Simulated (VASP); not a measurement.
Computed with SCAN meta-GGA, VASP's PBE PAW potentials (set 64) (plane waves; VASP).

A VASP calculation is set up with these files.

**KPOINTS**
```
Automatic mesh
0
Gamma
17 17 9
0 0 0
```

File KPOINTS_OPT:
```
k-points along high-symmetry lines
6
Line-mode
Reciprocal
  0.000000   0.000000   0.000000 ! GAMMA
  0.000000   0.500000   0.000000 ! M

  0.000000   0.500000   0.000000 ! M
 -0.333333   0.666667   0.000000 ! K

 -0.333333   0.666667   0.000000 ! K
  0.000000   0.000000   0.000000 ! GAMMA

  0.000000   0.000000   0.000000 ! GAMMA
  0.000000   0.000000   0.500000 ! A

  0.000000   0.000000   0.500000 ! A
  0.000000   0.500000   0.500000 ! L

  0.000000   0.500000   0.500000 ! L
 -0.333333   0.666667   0.500000 ! H

 -0.333333   0.666667   0.500000 ! H
  0.000000   0.000000   0.500000 ! A

  0.000000   0.500000   0.500000 ! L
  0.000000   0.500000   0.000000 ! M

 -0.333333   0.666667   0.500000 ! H
 -0.333333   0.666667   0.000000 ! K
```

**POSCAR**
```
Re
1
    1.3669707569    -2.3676626922     0.0000000000
    1.3669707569     2.3676626922     0.0000000000
    0.0000000000     0.0000000000     4.4306805924
Re
2
Direct
  0.3333330000   0.6666670000   0.2500000000
  0.6666670000   0.3333330000   0.7500000000
```

**INCAR**
```
# general
SYSTEM  = Re
PREC    = Accurate
ENCUT   = 520
LREAL   = .FALSE.
LASPH   = .TRUE.   # aspherical one-centre terms

# electronic loop
EDIFF   = 1E-7
NELM    = 100   # most electronic steps
ALGO    = Normal   # blocked Davidson
LMAXMIX = 6   # l cut-off of mixed one-centre charges
LMIXTAU = .TRUE.

# smearing
ISMEAR  = -5   # tetrahedra, Bloechl

# functional
METAGGA = SCAN

# ions
ISIF    = 2

# output
LWAVE   = .FALSE.
LCHARG  = .FALSE.
LORBIT  = 11   # lm-projected
NEDOS   = 601   # DOS grid
```

POTCAR, in this order: Re (PBE.64 set). Program: vasp_std.

Output of the run:

### OSZICAR
```
       N       E                     dE             d eps       ncg     rms          rms(c)
DAV:   1    -0.810195740743E+02   -0.81020E+02   -0.71648E+03  6424   0.163E+03
DAV:   2    -0.135521214124E+03   -0.54502E+02   -0.46623E+02  5743   0.344E+02
DAV:   3    -0.142286945596E+03   -0.67657E+01   -0.56521E+01  6027   0.279E+02
DAV:   4    -0.142666550666E+03   -0.37961E+00   -0.33622E+00  6752   0.316E+01
DAV:   5    -0.142681655722E+03   -0.15105E-01   -0.14088E-01  6367   0.338E+00    0.958E+01
DAV:   6    -0.142658618409E+03    0.23037E-01   -0.45656E+00  6011   0.842E+01    0.238E+01
DAV:   7    -0.142018094852E+03    0.64052E+00   -0.46555E-01  5961   0.116E+01    0.151E+01
DAV:   8    -0.142386519176E+03   -0.36842E+00   -0.82651E-01  6496   0.338E+01    0.738E+00
DAV:   9    -0.142206850676E+03    0.17967E+00   -0.42464E-01  5965   0.118E+01    0.183E+00
DAV:  10    -0.142211696951E+03   -0.48463E-02   -0.14778E-02  6084   0.222E+00    0.241E+00
DAV:  11    -0.142222736513E+03   -0.11040E-01   -0.74164E-02  5797   0.396E+00    0.315E-01
DAV:  12    -0.142223371024E+03   -0.63451E-03   -0.51946E-03  5776   0.149E+00    0.173E+00
DAV:  13    -0.142224522566E+03   -0.11515E-02   -0.89381E-03  5758   0.214E+00    0.909E-01
DAV:  14    -0.142215270173E+03    0.92524E-02   -0.18646E-02  5674   0.176E+00    0.415E-01
DAV:  15    -0.142214401110E+03    0.86906E-03   -0.16075E-03  6268   0.656E-01    0.193E-01
DAV:  16    -0.142214495922E+03   -0.94811E-04   -0.60545E-05  6305   0.160E-01    0.235E-01
DAV:  17    -0.142214374745E+03    0.12118E-03   -0.11147E-04  5673   0.172E-01    0.198E-01
DAV:  18    -0.142214276917E+03    0.97827E-04   -0.15537E-03  5852   0.559E-01    0.274E-02
DAV:  19    -0.142214260416E+03    0.16501E-04   -0.11201E-04  5629   0.177E-01    0.300E-02
DAV:  20    -0.142214245982E+03    0.14434E-04   -0.13621E-05  5838   0.716E-02    0.185E-02
DAV:  21    -0.142214219513E+03    0.26469E-04   -0.37894E-05  6120   0.995E-02    0.744E-03
DAV:  22    -0.142214218333E+03    0.11800E-05   -0.32027E-06  5659   0.346E-02    0.156E-03
DAV:  23    -0.142214217479E+03    0.85382E-06   -0.46732E-08  2502   0.629E-03    0.343E-03
DAV:  24    -0.142214218236E+03   -0.75691E-06   -0.18278E-07  2786   0.100E-02    0.173E-03
DAV:  25    -0.142214215929E+03    0.23072E-05   -0.12942E-07  2504   0.155E-02    0.129E-03
DAV:  26    -0.142214214759E+03    0.11704E-05   -0.17899E-07  2738   0.133E-02    0.102E-03
DAV:  27    -0.142214214693E+03    0.65535E-07   -0.78338E-08  2361   0.142E-02
   1 F= -.14221421E+03 E0= -.14221421E+03  d E =0.000000E+00
       N       E                     dE             ncg
```

OUTCAR:
```
------------------------ aborting loop because EDIFF is reached ----------------------------------------
  FORCE on cell =-STRESS in cart. coord.  units (eV):
  Direction    XX          YY          ZZ          XY          YZ          ZX
  --------------------------------------------------------------------------------------
  Total        0.1019906      0.1019906     -0.1431529      0.0000000      0.0000000      0.0000000
  in kB        5.6975929      5.6975923     -7.9970786      0.0000000      0.0000000      0.0000000
  external PRESSURE =       1.1327022 kB  Pullay stress =       0.0000000 kB
  volume of cell :       28.68
      direct lattice vectors                 reciprocal lattice vectors
     1.366970757 -2.367662692  0.000000000     0.365772272 -0.211178730  0.000000000
     1.366970757  2.367662692  0.000000000     0.365772272  0.211178730  0.000000000
     0.000000000  0.000000000  4.430680592     0.000000000  0.000000000  0.225698960
 POSITION                                       TOTAL-FORCE (eV/Angst)
 -----------------------------------------------------------------------------------
      1.36697      0.78922      1.10767         0.000000      0.000000      0.000000
      1.36697     -0.78922      3.32301        -0.000000     -0.000000      0.000000
 -----------------------------------------------------------------------------------
    total drift:                                0.000001      0.000012     -0.000017
  FREE ENERGIE OF THE ION-ELECTRON SYSTEM (eV)
  ---------------------------------------------------
  free  energy   TOTEN  =      -142.2142146932 eV

  energy  without entropy=     -142.2142146932  energy(sigma->0) =     -142.21421469

 total charge

# of ion       s       p       d       tot
------------------------------------------
    1        0.648   0.695   5.208   6.551
    2        0.648   0.695   5.208   6.551
--------------------------------------------------
tot          1.296   1.390  10.416  13.102
```
(Selected blocks of OUTCAR.)

For a metal the tetrahedron method with Blöchl corrections gives inexact stress and forces.

The compound is Re in the hcp structure. It was relaxed first.
